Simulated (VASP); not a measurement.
Calculation: PBEsol GGA, VASP's PBE PAW potentials (set 64) (plane waves; VASP).

A VASP calculation is set up with these files.

File POSCAR:
```
CuI
1
    0.0000000000     3.0250000000     3.0250000000
    3.0250000000     0.0000000000     3.0250000000
    3.0250000000     3.0250000000     0.0000000000
Cu I
1 1
Direct
  0.0000000000   0.0000000000   0.0000000000
  0.2500000000   0.2500000000   0.2500000000
```

**INCAR**
```
ALGO  =  Normal
EDIFF  =  1E-6
EDIFFG  =  -0.01
ENCUT  =  520
GGA  =  PS
IBRION  =  2
ISIF  =  3
ISMEAR  =  0
LASPH  =  .True.
LCHARG  =  .False.
LMAXMIX  =  4
LREAL  =  .False.
LWAVE  =  .False.
NELM  =  100
NSW  =  60
PREC  =  Accurate
SIGMA  =  0.05
SYSTEM  =  CuI
```

KPOINTS:
```
Automatic mesh
0
Gamma
7 7 7
0 0 0
```

POTCAR, in this order: Cu I (PBE.64 set). Program: vasp_std.

The resulting files:

OUTCAR:
```
 ion  position               nearest neighbor table
   1  0.000  0.000  0.000-   2 2.62   2 2.62   2 2.62   2 2.62
   2  0.250  0.250  0.250-   1 2.62   1 2.62   1 2.62   1 2.62
  LATTYP: Found a face centered cubic cell.
 ALAT       =     6.0500000000
 Subroutine PRICEL returns:
 Original cell was already a primitive cell.
 Subroutine GETGRP returns: Found 24 space group operations
The static configuration has the point symmetry T_d .
The dynamic configuration has the point symmetry T_d .
 Subroutine INISYM returns: Found 24 space group operations
 Subroutine IBZKPT returns following result:
 Found     20 irreducible k-points:

 Following reciprocal coordinates:
            Coordinates               Weight
  0.000000  0.000000  0.000000      1.000000
  0.142857  0.000000  0.000000      8.000000
  0.285714  0.000000  0.000000      8.000000
  0.428571  0.000000  0.000000      8.000000
  0.142857  0.142857  0.000000      6.000000
  0.285714  0.142857  0.000000     24.000000
  0.428571  0.142857  0.000000     24.000000
 -0.428571  0.142857  0.000000     24.000000
 -0.285714  0.142857  0.000000     24.000000
...
```

### OSZICAR
```
       N       E                     dE             d eps       ncg     rms          rms(c)
DAV:   1     0.109862832879E+03    0.10986E+03   -0.79831E+03   520   0.145E+03
DAV:   2     0.135072072644E+01   -0.10851E+03   -0.10167E+03   530   0.269E+02
DAV:   3    -0.632332937652E+01   -0.76741E+01   -0.75549E+01   700   0.835E+01
DAV:   4    -0.659392050186E+01   -0.27059E+00   -0.27039E+00   635   0.142E+01
DAV:   5    -0.660051762721E+01   -0.65971E-02   -0.65969E-02   750   0.217E+00    0.580E+00
DAV:   6    -0.651460129614E+01    0.85916E-01   -0.50420E+00   541   0.638E+01    0.381E+00
DAV:   7    -0.630071963868E+01    0.21388E+00   -0.10840E+00   560   0.388E+01    0.167E+00
DAV:   8    -0.630423200751E+01   -0.35124E-02   -0.88552E-02   776   0.593E+00    0.626E-01
DAV:   9    -0.629918151629E+01    0.50505E-02   -0.21214E-02   640   0.445E+00    0.246E-01
DAV:  10    -0.629926485214E+01   -0.83336E-04   -0.80918E-04   600   0.237E-01    0.197E-01
DAV:  11    -0.629913929957E+01    0.12555E-03   -0.75113E-04   737   0.905E-01    0.414E-02
DAV:  12    -0.629915620572E+01   -0.16906E-04   -0.13236E-04   812   0.896E-02    0.475E-02
DAV:  13    -0.629915738965E+01   -0.11839E-05   -0.16582E-06   433   0.210E-02    0.207E-02
DAV:  14    -0.629915680984E+01    0.57981E-06   -0.24519E-06   534   0.438E-02
   1 F= -.62991568E+01 E0= -.62991568E+01  d E =-.629916E+01
       N       E                     dE             d eps       ncg     rms          rms(c)
DAV:   1    -0.716718383538E+01   -0.86803E+00   -0.12367E+01   520   0.872E+01    0.791E+00
DAV:   2    -0.694080479682E+01    0.22638E+00   -0.12597E+01   520   0.102E+02    0.417E+00
DAV:   3    -0.633406058089E+01    0.60674E+00   -0.24292E+00   610   0.653E+01    0.977E-01
DAV:   4    -0.633479862441E+01   -0.73804E-03   -0.34881E-01   780   0.125E+01    0.992E-01
DAV:   5    -0.632111537059E+01    0.13683E-01   -0.68985E-02   688   0.783E+00    0.522E-01
DAV:   6    -0.632105907326E+01    0.56297E-04   -0.20451E-03   545   0.357E-01    0.424E-01
DAV:   7    -0.632031839571E+01    0.74068E-03   -0.16667E-03   797   0.148E+00    0.110E-01
DAV:   8    -0.632032386586E+01   -0.54702E-05   -0.71767E-04   735   0.637E-01    0.731E-02
DAV:   9    -0.632031679409E+01    0.70718E-05   -0.15971E-05   786   0.974E-02    0.123E-02
DAV:  10    -0.632031235943E+01    0.44347E-05   -0.22085E-05   697   0.158E-01    0.750E-03
DAV:  11    -0.632031266287E+01   -0.30344E-06   -0.31985E-06   522   0.118E-02
   2 F= -.63203127E+01 E0= -.63203127E+01  d E =-.211559E-01
```

**OUTCAR**
```
------------------------ aborting loop because EDIFF is reached ----------------------------------------
  FORCE on cell =-STRESS in cart. coord.  units (eV):
  Direction    XX          YY          ZZ          XY          YZ          ZX
  --------------------------------------------------------------------------------------
  Total        0.0088287      0.0088287      0.0088287     -0.0000000     -0.0000000      0.0000000
  in kB        0.2691909      0.2691909      0.2691909     -0.0000000     -0.0000000      0.0000000
  external PRESSURE =       0.2691909 kB  Pullay stress =       0.0000000 kB
  volume of cell :       52.55
      direct lattice vectors                 reciprocal lattice vectors
    -0.000000000  2.972843823  2.972843823    -0.168189125  0.168189125  0.168189125
     2.972843823 -0.000000000  2.972843823     0.168189125 -0.168189125  0.168189125
     2.972843823  2.972843823 -0.000000000     0.168189125  0.168189125 -0.168189125
  FREE ENERGIE OF THE ION-ELECTRON SYSTEM (eV)
  ---------------------------------------------------
  free  energy   TOTEN  =        -6.3203126629 eV

  energy  without entropy=       -6.3203126629  energy(sigma->0) =       -6.32031266

 reached required accuracy - stopping structural energy minimisation
```
(Selected blocks of OUTCAR.)

File CONTCAR:
```
CuI
   1.00000000000000
    -0.0000000000000000    2.9728438232343599    2.9728438232343599
     2.9728438232343599   -0.0000000000000000    2.9728438232343599
     2.9728438232343599    2.9728438232343599   -0.0000000000000000
  Cu              I
     1     1
Direct
     1.0000000000000000    1.0000000000000000    1.0000000000000000
     0.2500000000000000    0.2500000000000000    0.2500000000000000
```

Energy and stress use the plane-wave basis of the starting cell.

The compound is CuI in the zinc blende structure. This run relaxes it. Symmetry was kept, so distortions that lower it aren't found.
